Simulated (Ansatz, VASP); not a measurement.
Two plane-wave programs on CsLiCr2Te2S3

File INCAR:

```
SYSTEM = CsLiCr2Te2S3
PREC = Accurate
ENCUT = 520
EDIFF = 1E-6
ISMEAR = -1
SIGMA = 0.05
LREAL = .False.
LASPH = .True.
NELM = 150
ALGO = Normal
ISIF = 2
LWAVE = .False.
LCHARG = .False.
ISPIN = 2
MAGMOM = 0 0 3 3 0 0 0 0 0
LORBIT = 11
LMAXMIX = 4
GGA = PE
NBANDS = 47
KPAR = 4
```

KPOINTS

```
Automatic mesh
0
Gamma
  5 5 4
  0 0 0
```

The input POSCAR:

```
CsLiCr2Te2S3
1.0
    3.4216200000     -5.1806900000      0.0078400000
    3.4216200000      5.1806900000      0.0078400000
   -2.9041100000      0.0000000000      7.4309300000
Cs Li Cr Te S
1 1 2 2 3
Direct
    0.0937400000      0.0937400000      0.0085300000
    0.5887500000      0.5887500000      0.5533600000
    0.0564600000      0.4675500000      0.5579000000
    0.4675500000      0.0564600000      0.5579000000
    0.5648600000      0.8735700000      0.2903500000
    0.8735700000      0.5648600000      0.2903500000
    0.8115100000      0.3969700000      0.7334700000
    0.3969700000      0.8115100000      0.7334700000
    0.2140400000      0.2140400000      0.4837100000
```

KPOINTS_OPT

```
path GYFHZIF1,H1Y1XGN,MG
10
line-mode
reciprocal
 0.0000000000  0.0000000000  0.0000000000  G
-0.3590512451 -0.3590512451  0.0920144226  Y

-0.3590512451 -0.3590512451  0.0920144226  Y
-0.4106706465 -0.4106706465  0.4246263637  F

-0.4106706465 -0.4106706465  0.4246263637  F
-0.3074318437 -0.3074318437  0.7594024814  H

-0.3074318437 -0.3074318437  0.7594024814  H
 0.0000000000  0.0000000000  0.5000000000  Z

 0.0000000000  0.0000000000  0.5000000000  Z
-0.5000000000  0.5000000000  0.5000000000  I

-0.5000000000  0.5000000000  0.5000000000  I
-0.5893293535  0.4106706465  0.5753736363  F1

-0.6925681563  0.3074318437  0.2405975186  H1
-0.6409487549  0.3590512451 -0.0920144226  Y1

-0.6409487549  0.3590512451 -0.0920144226  Y1
-0.5000000000  0.5000000000  0.0000000000  X

-0.5000000000  0.5000000000  0.0000000000  X
 0.0000000000  0.0000000000  0.0000000000  G

 0.0000000000  0.0000000000  0.0000000000  G
-0.5000000000  0.0000000000  0.0000000000  N

-0.5000000000  0.0000000000  0.5000000000  M
 0.0000000000  0.0000000000  0.0000000000  G
```

File input.yaml:

```yaml
crystal:
  lattice:
    - [3.42162, -5.18069, 0.00784]
    - [3.42162, 5.18069, 0.00784]
    - [-2.90411, 0.0, 7.43093]
  atoms:
    - { symbol: Cs, position: [0.09374, 0.09374, 0.00853] }
    - { symbol: Li, position: [0.58875, 0.58875, 0.55336] }
    - { symbol: Cr, position: [0.05646, 0.46755, 0.5579], spin: 3.0 }
    - { symbol: Cr, position: [0.46755, 0.05646, 0.5579], spin: 3.0 }
    - { symbol: Te, position: [0.56486, 0.87357, 0.29035] }
    - { symbol: Te, position: [0.87357, 0.56486, 0.29035] }
    - { symbol: S, position: [0.81151, 0.39697, 0.73347] }
    - { symbol: S, position: [0.39697, 0.81151, 0.73347] }
    - { symbol: S, position: [0.21404, 0.21404, 0.48371] }
hamiltonian:
  xc: pbe
  pseudopotentials: { kind: paw }
magnetization:
  spin_polarized: true
kpoints:
  mp_grid: { grid: [5, 5, 4] }
  band_path:
    path:
      - [[0.0, 0.0, 0.0], [-0.3590512451, -0.3590512451, 0.0920144226], [-0.4106706465, -0.4106706465, 0.4246263637], [-0.3074318437, -0.3074318437, 0.7594024814], [0.0, 0.0, 0.5], [-0.5, 0.5, 0.5], [-0.5893293535, 0.4106706465, 0.5753736363]]
      - [[-0.6925681563, 0.3074318437, 0.2405975186], [-0.6409487549, 0.3590512451, -0.0920144226], [-0.5, 0.5, 0.0], [0.0, 0.0, 0.0], [-0.5, 0.0, 0.0]]
      - [[-0.5, 0.0, 0.5], [0.0, 0.0, 0.0]]
    npoints: 10
scf:
  occupations: { method: fermi_dirac, width: 0.05 }
  n_extra_bands: 22
output:
  forces: true
  stress: true
  eigenvalues: true
  fatbands: true
  write_density: true
  write_potential: true
  elf: true
  volumetric_format: npy
```

The cell was built by a generator and needn't be a form met in nature.

Alike in both runs: task band structure; functional PBE; k mesh 5 × 5 × 4; occupations fermi-dirac, width 0.05 eV; collinear spin, ferromagnetic start.

|  | VASP | Ansatz |
| --- | --- | --- |
| version | VASP 6.6.1 | Ansatz 0.2.0 |
| potentials or method | VASP PAW PBE potentials, release 64 (Cs_sv, Li_sv, Cr_pv, Te, S) | Ansatz PAW |
| plane-wave cutoff (eV) | 520 | 420 |
| valence electrons in the cell | 66 | 90 |

Ansatz gave:

```
gap on the k mesh at the Fermi level (eV)                     : none
rms of the force components (eV/Å)                            : 0.005
net moment per atom (μB)                                      : 0.45
size of the moment on the site where the two differ most (μB) : 2.02
```

What did VASP give for the same quantities?

gap on the k mesh at the Fermi level (eV): none; rms of the force components (eV/Å): 0.005; net moment per atom (μB): 0.45; size of the moment on the site where the two differ most (μB): 2.27.

Site moments also hang on the region over which each program counts them. Atom by atom the forces differ by 0.003 eV/Å (rms over components). A gap of «none» marks a metal or a gap that the smearing closes. With one functional, cell and mesh, what is left measures potentials, basis and numerics. The two sets of potentials don't hold the same shells in valence.

Caveats: spin-orbit coupling is left out, which moves the levels of the heavy elements; only a ferromagnetic start was run, and an antiferromagnetic order may lie lower in energy.
